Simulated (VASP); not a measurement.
Output of a VASP run:

OSZICAR:
```
...
DAV:  16    -0.582325527931E+02    0.64646E-04   -0.21709E-05  2445   0.643E-02    0.115E-01
DAV:  17    -0.582326379384E+02   -0.85145E-04   -0.93143E-05  2722   0.102E-01    0.282E-02
DAV:  18    -0.582326327154E+02    0.52230E-05   -0.21014E-06  2599   0.187E-02    0.150E-02
DAV:  19    -0.582326341352E+02   -0.14198E-05   -0.11176E-06  2477   0.102E-02    0.423E-03
DAV:  20    -0.582326340210E+02    0.11416E-06   -0.18489E-06  2883   0.106E-02    0.325E-03
DAV:  21    -0.582326346021E+02   -0.58110E-06   -0.26545E-07  2505   0.447E-03    0.103E-03
DAV:  22    -0.582326346307E+02   -0.28562E-07   -0.18579E-08  1321   0.126E-03
   1 F= -.57946033E+02 E0= -.57945955E+02  d E =-.579460E+02
       N       E                     dE             d eps       ncg     rms          rms(c)
DAV:   1    -0.582442621619E+02   -0.11628E-01   -0.62659E-01  2288   0.827E+00    0.291E+00
DAV:   2    -0.582262067558E+02    0.18055E-01   -0.39586E-02  2363   0.195E+00    0.103E+00
DAV:   3    -0.582231487169E+02    0.30580E-02   -0.10720E-02  2517   0.103E+00    0.103E+00
DAV:   4    -0.582230596965E+02    0.89020E-04   -0.12517E-03  2663   0.410E-01    0.609E-01
DAV:   5    -0.582228763136E+02    0.18338E-03   -0.53403E-04  2840   0.199E-01    0.113E-01
DAV:   6    -0.582231283806E+02   -0.25207E-03   -0.22432E-04  2510   0.174E-01    0.498E-02
DAV:   7    -0.582231158361E+02    0.12544E-04   -0.22304E-05  2560   0.519E-02    0.826E-03
DAV:   8    -0.582231240710E+02   -0.82348E-05   -0.37833E-06  2645   0.220E-02    0.125E-02
DAV:   9    -0.582231152408E+02    0.88302E-05   -0.18468E-06  2534   0.141E-02    0.666E-04
DAV:  10    -0.582231193609E+02   -0.41201E-05   -0.11533E-07  1716   0.495E-03    0.107E-03
DAV:  11    -0.582231191861E+02    0.17478E-06   -0.55954E-09  1249   0.975E-04    0.792E-04
DAV:  12    -0.582231188989E+02    0.28723E-06   -0.48030E-09  1237   0.836E-04    0.288E-04
DAV:  13    -0.582231185743E+02    0.32457E-06   -0.10807E-09  1228   0.446E-04    0.209E-04
DAV:  14    -0.582231185908E+02   -0.16460E-07   -0.17305E-10  1225   0.157E-04
   2 F= -.57942503E+02 E0= -.57942438E+02  d E =0.353083E-02
       N       E                     dE             d eps       ncg     rms          rms(c)
DAV:   1    -0.582413366159E+02   -0.18218E-01   -0.29568E-01  2288   0.567E+00    0.200E+00
DAV:   2    -0.582329229900E+02    0.84136E-02   -0.19274E-02  2327   0.135E+00    0.711E-01
DAV:   3    -0.582317794478E+02    0.11435E-02   -0.51946E-03  2511   0.711E-01    0.721E-01
DAV:   4    -0.582316671161E+02    0.11233E-03   -0.62091E-04  2636   0.285E-01    0.427E-01
DAV:   5    -0.582316495284E+02    0.17588E-04   -0.29777E-04  2832   0.144E-01    0.702E-02
DAV:   6    -0.582316603213E+02   -0.10793E-04   -0.12033E-04  2498   0.126E-01    0.426E-02
DAV:   7    -0.582316924817E+02   -0.32160E-04   -0.12112E-05  2548   0.376E-02    0.622E-03
DAV:   8    -0.582316866628E+02    0.58188E-05   -0.18804E-06  2630   0.155E-02    0.981E-03
DAV:   9    -0.582316943306E+02   -0.76678E-05   -0.10564E-06  2540   0.103E-02    0.467E-04
DAV:  10    -0.582316913720E+02    0.29586E-05   -0.62765E-08  1312   0.362E-03    0.704E-04
DAV:  11    -0.582316916166E+02   -0.24456E-06   -0.39082E-09  1210   0.781E-04    0.523E-04
DAV:  12    -0.582316917271E+02   -0.11047E-06   -0.18057E-09  1213   0.499E-04    0.212E-04
DAV:  13    -0.582316919769E+02   -0.24988E-06   -0.52266E-10  1201   0.315E-04    0.152E-04
DAV:  14    -0.582316919727E+02    0.42289E-08   -0.12555E-10  1186   0.133E-04
   3 F= -.57946971E+02 E0= -.57946897E+02  d E =-.937341E-03
```

### OUTCAR
```
------------------------ aborting loop because EDIFF is reached ----------------------------------------
  FORCE on cell =-STRESS in cart. coord.  units (eV):
  Direction    XX          YY          ZZ          XY          YZ          ZX
  --------------------------------------------------------------------------------------
  Total        0.2714909      0.2714909      0.2714909     -0.0000000      0.0000000     -0.0000000
  in kB       19.0706449     19.0706449     19.0706449     -0.0000000      0.0000000     -0.0000000
  external PRESSURE =      -0.9293551 kB  Pullay stress =      20.0000000 kB
  volume of cell :       22.81
      direct lattice vectors                 reciprocal lattice vectors
     0.000000000  2.250903116  2.250903116    -0.222133061  0.222133061  0.222133061
     2.250903116 -0.000000000  2.250903116     0.222133061 -0.222133061  0.222133061
     2.250903116  2.250903116  0.000000000     0.222133061  0.222133061 -0.222133061
 POSITION                                       TOTAL-FORCE (eV/Angst)
 -----------------------------------------------------------------------------------
      0.00000     -0.00000      0.00000        -0.000000      0.000000     -0.000000
      2.25090      2.25090      2.25090         0.000000     -0.000000      0.000000
 -----------------------------------------------------------------------------------
    total drift:                                0.000000      0.000000      0.000000
  FREE ENERGIE OF THE ION-ELECTRON SYSTEM (eV)
  ---------------------------------------------------
  free  energy   TOTEN  =       -58.2316919727 eV

  energy  without entropy=      -58.2314712927  energy(sigma->0) =      -58.23161841
  enthalpy is  TOTEN    =       -57.9469707657 eV   P V=        0.2847212070

 reached required accuracy - stopping structural energy minimisation
```
(Selected blocks of OUTCAR.)

POSCAR:
```
HfN
1
   -0.0000000000     2.2558464498     2.2558464498
    2.2558464498    -0.0000000000     2.2558464498
    2.2558464498     2.2558464498     0.0000000000
Hf N
1 1
Direct
  0.0000000000   0.0000000000   0.0000000000
  0.5000000000   0.5000000000   0.5000000000
```

Write an INCAR and KPOINTS that could have produced this output.

Several could match; the one computed here: the input of the run itself, r2SCAN meta-GGA, plane waves, VASP's PBE PAW potentials (set 64).

File KPOINTS:
```
Regular mesh
0
Gamma
14 14 14
0 0 0
```

### INCAR
```
SYSTEM = HfN
PREC = Accurate; ENCUT = 600; LREAL = .False.
LASPH = .True.
EDIFF = 1E-7; NELM = 100; ALGO = Normal
LMAXMIX = 6; LMIXTAU = .True.
ISMEAR = 1; SIGMA = 0.1
METAGGA = R2SCAN
IBRION = 2; NSW = 40; ISIF = 3
EDIFFG = -0.01; PSTRESS = 20
LWAVE = .False.; LCHARG = .False.
```

POTCAR, in this order: Hf_pv N (PBE.64 set). Program: vasp_std.

The compound is HfN in the rock salt structure. This run relaxes it under an external pressure of 2 GPa. Symmetry was kept, so distortions that lower it aren't found. The electron count is odd and the run is not spin-polarised, which forces a metal.
